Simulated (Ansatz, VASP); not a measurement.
# Cross-check of Al7C34N7 (C(100)/AlN(10-10) interface) between VASP and Ansatz

One calculation is typed for both programs; each brings its own data sets and cutoff. How far apart do they land? The cell is taken from a series of runs on this material, whose earlier steps may have relaxed or scaled it; both programs get it as it stands.

Calculated with Ansatz 0.2.0; plane waves, with VASP 6.6.1 beside it; single point at PBE.

### Step 1. The structure

The cell holds 192 atoms: 136 C, 28 Al and 28 N. Cell: a = 13.619 Å, b = 7.974 Å, c = 13.873 Å, α = 90.0°, β = 90.0°, γ = 86.1°. Diamond-structure C(100), 4 repeat layers, 17 surface cells, strained +0.26 and -0.02 %; wurtzite AlN(10-10), 2 layers, 7 cells, -0.26 and +0.02 %; outer planes 1.98 A apart and 2.06 A at the second interface of the periodic stack; (so at first; earlier steps may have moved the atoms), displaced by a Gaussian of 0.02 A. The structure's axis is c.

### Step 2. VASP: single point, PBE

A single point gives forces, pressure and levels at one fixed geometry, so differences don't come from the geometry; what else differs is listed under the comparison.

Lines of VASP's logs that name or quote its potential files are left out, and so is its time.

Contents of INCAR:

```
SYSTEM = Al7C34N7
PREC = Accurate
ENCUT = 520
EDIFF = 1E-05
NELM = 100
ISMEAR = -1
SIGMA = 0.05
LREAL = Auto
ALGO = Fast
GGA = PE
NBANDS = 518
LORBIT = 11
LWAVE = .FALSE.
LCHARG = .FALSE.
ISIF = 2
```

Contents of POSCAR:

```
Al7C34N7
1.0
   13.6186000000      0.0000000000      0.0000000000
    0.5442600000      7.9556100000      0.0000000000
    0.0000000000      0.0000000000     13.8730300000
C Al N
136 28 28
Direct
    0.0009900000      0.0048500000      0.9989400000
    0.8522600000      0.2693400000      0.0679800000
    0.9439300000      0.2087200000      0.1310100000
    0.9128700000      0.0629200000      0.1922400000
    0.8245800000      0.1173700000      0.2552100000
    0.0304800000      0.1528800000      0.3214700000
    0.9420500000      0.2085600000      0.3856200000
    0.9133800000      0.0566100000      0.4506300000
    0.4117600000      0.0640200000      0.0005600000
    0.2648800000      0.3245700000      0.0626900000
    0.3532200000      0.2694500000      0.1301600000
    0.3246800000      0.1205200000      0.1932100000
    0.2372300000      0.1834300000      0.2558700000
    0.4417600000      0.2021500000      0.3197700000
    0.3518100000      0.2711700000      0.3844900000
    0.3229400000      0.1193200000      0.4477100000
    0.2354500000      0.1730500000      0.9995500000
    0.0858200000      0.4398600000      0.0647100000
    0.1737500000      0.3840300000      0.1295400000
    0.1498900000      0.2378300000      0.1928800000
    0.0591500000      0.2957300000      0.2588000000
    0.2644200000      0.3239300000      0.3209500000
    0.1758500000      0.3835000000      0.3849700000
    0.1462100000      0.2348400000      0.4502400000
    0.0597200000      0.2955800000      0.9997900000
    0.9115800000      0.5578300000      0.0632100000
    0.9982800000      0.4989700000      0.1272700000
    0.9716500000      0.3539200000      0.1915700000
    0.8817500000      0.4173200000      0.2557300000
    0.0885000000      0.4413800000      0.3227800000
[... 156 atom lines left out ...]
    0.4472700000      0.9036900000      0.8488000000
    0.2294600000      0.9728200000      0.7845600000
    0.8023100000      0.6112400000      0.6577600000
    0.7302900000      0.9711100000      0.5924500000
    0.8755800000      0.7550100000      0.8500400000
    0.6582700000      0.8325300000      0.7857700000
```

Contents of KPOINTS:

```
Automatic mesh
0
Gamma
3 5 3
0 0 0
```

PAW data sets: C, Al and N (PBE family, release 64).

On the command line:

```bash
export OMP_NUM_THREADS=5
mpirun -np 1 vasp_std
```

Numbers of over 12 decimals in the logs are rounded to 6 here.

What it wrote:

```text
[banner, memory and clock lines left out]
running    1 mpi-ranks, on    1 nodes
[...]
Offloading initialized ...    1 GPUs detected
[...]
LDA part: xc-table for (Slater+PW92), standard interpolation
 POSCAR, INCAR and KPOINTS ok, starting setup
[...]
entering main loop
       N       E                     dE             d eps       ncg     rms          rms(c)
DAV:   1     0.289952130043E+04    0.28995E+04   -0.38514E+05 23828   0.140E+03
DAV:   2    -0.132676635760E+04   -0.42263E+04   -0.39887E+04 28806   0.282E+02
DAV:   3    -0.162847896876E+04   -0.30171E+03   -0.29521E+03 28800   0.732E+01
DAV:   4    -0.163546291875E+04   -0.69839E+01   -0.69378E+01 28944   0.112E+01
[...]
RMM:  18    -0.153184863779E+04    0.17033E-03   -0.39114E-04 28526   0.234E-02    0.645E-02
RMM:  19    -0.153184863241E+04    0.53857E-05   -0.16397E-04 28108   0.141E-02    0.380E-02
RMM:  20    -0.153184863578E+04   -0.33732E-05   -0.56637E-05 24269   0.932E-03
   1 F= -.15318486E+04 E0= -.15317273E+04  d E =-.242575E+00
```

From OUTCAR (step 2):

```text
  FREE ENERGIE OF THE ION-ELECTRON SYSTEM (eV)
  ---------------------------------------------------
  free  energy   TOTEN  =     -1531.8486357818 eV

  energy  without entropy=    -1531.6060603903  energy(sigma->0) =    -1531.72734809
```

The run ends at a pressure of -4.92 GPa, with forces up to 5.0 eV/Å.

(Part 1 of 2 ends here.)

[Lines on the potential files, build, host, timing and source positions are cut from VASP's logs without a mark.]

[Logs are printed without paths, hosts, clocks, repeated set-up lines and the standing remarks that a program may print on its own settings, such as how far it seeks lower states.]

[Hosts, paths, dates, database ids (printed as entryN), source tags and the programs' standing remarks are cut or masked in the printed files.]
